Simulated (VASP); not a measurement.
An input for Quantum ESPRESSO's pw.x (written as the equivalent of a VASP run, and not itself run):

```
&CONTROL
  calculation = 'scf'
  pseudo_dir = './pseudo'
  outdir = './out'
  tprnfor = .true.
  tstress = .true.
/
&SYSTEM
  ibrav = 0
  nat = 2
  ntyp = 2
  ecutwfc = 88
  occupations = 'tetrahedra'
  input_dft = 'pbesol'
/
&ELECTRONS
  conv_thr = 7.3e-09
  electron_maxstep = 100
/
ATOMIC_SPECIES
  Rh 102.906 Rh.upf
  B 10.810 B.upf
CELL_PARAMETERS angstrom
    -0.0000000    2.1747631    2.1747631
     2.1747631   -0.0000000    2.1747631
     2.1747631    2.1747631    0.0000000
ATOMIC_POSITIONS crystal
  Rh   0.0000000  0.0000000  0.0000000
  B    0.5000000  0.5000000  0.5000000
K_POINTS automatic
  16 16 16 0 0 0
```

Problem. Write the VASP files for the same calculation (PBEsol).

Solution. This is not unique; one that fits is 
### POSCAR
```
RhB
1
   -0.0000000000     2.1747631052     2.1747631052
    2.1747631052    -0.0000000000     2.1747631052
    2.1747631052     2.1747631052     0.0000000000
Rh B
1 1
Direct
  0.0000000000   0.0000000000   0.0000000000
  0.5000000000   0.5000000000   0.5000000000
```

File KPOINTS:
```
Automatic mesh
0
Gamma
16 16 16
0 0 0
```

### INCAR
```
SYSTEM = RhB
NEDOS = 601
ENCUT = 520   # plane-wave cut-off (eV)
LASPH = .TRUE.   # aspherical one-centre terms
NELM = 100   # most electronic steps
ISMEAR = -5   # tetrahedra, Bloechl
LWAVE = .FALSE.
LCHARG = .TRUE.
EDIFF = 1E-7
GGA = PS   # PBEsol
LORBIT = 11   # lm-projected
LREAL = .FALSE.   # projection in real space or not
LMAXMIX = 4
PREC = Accurate
ALGO = Normal
ISIF = 2   # forces and stress, cell fixed
```

POTCAR, in this order: Rh_pv B (PBE.64 set). Program: vasp_std.

Limits of the translation: the potentials are each code's own (VASP's PAW set, PseudoDojo norm-conserving files in pw.x), so ENCUT and ecutwfc are chosen apart and not converted; conv_thr bounds pw.x's estimated SCF error, while EDIFF bounds the energy change between steps.

The structure was generated: RhB was put into the rock salt type (Fm-3m), which need not be its known phase. It was relaxed first, which changed the volume by -29 %.
